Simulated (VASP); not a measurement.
OSZICAR of a VASP run on Al (fcc):

### OSZICAR
```
       N       E                     dE             d eps       ncg     rms          rms(c)
DAV:   1    -0.154200239258E+01   -0.15420E+01   -0.85115E+02  1135   0.310E+02
DAV:   2    -0.374481900832E+01   -0.22028E+01   -0.19218E+01  1305   0.299E+01
DAV:   3    -0.376111801293E+01   -0.16299E-01   -0.16289E-01  1465   0.318E+00
DAV:   4    -0.376116121614E+01   -0.43203E-04   -0.43202E-04  1380   0.156E-01
DAV:   5    -0.376116146392E+01   -0.24778E-06   -0.24770E-06  1380   0.988E-03    0.131E+00
DAV:   6    -0.374785047889E+01    0.13311E-01   -0.16967E-03  1255   0.311E-01    0.764E-01
DAV:   7    -0.373815253871E+01    0.96979E-02   -0.50855E-03  1255   0.505E-01    0.147E-01
DAV:   8    -0.373814818016E+01    0.43586E-05   -0.24434E-05  1330   0.527E-02    0.728E-03
DAV:   9    -0.373814667841E+01    0.15017E-05   -0.98579E-07  1345   0.685E-03    0.122E-03
DAV:  10    -0.373814629916E+01    0.37925E-06   -0.50998E-09  1040   0.775E-04    0.827E-04
DAV:  11    -0.373814622496E+01    0.74205E-07   -0.28023E-10   680   0.161E-04
   1 F= -.37381462E+01 E0= -.37382701E+01  d E =0.371510E-03
```

Question: Which electronic solver shows in the log?

Answer: It is blocked Davidson (ALGO = Normal, or the opening steps of other solvers). The INCAR had ALGO = Normal.

Question: Can the final energy be trusted as converged?

Answer: Self-consistency was reached. It stopped with EDIFF = 1E-7, NELM = 100 (PBE GGA, plane waves, VASP's PBE PAW potentials (set 64)).

The compound is Al in the fcc structure. It was relaxed first.
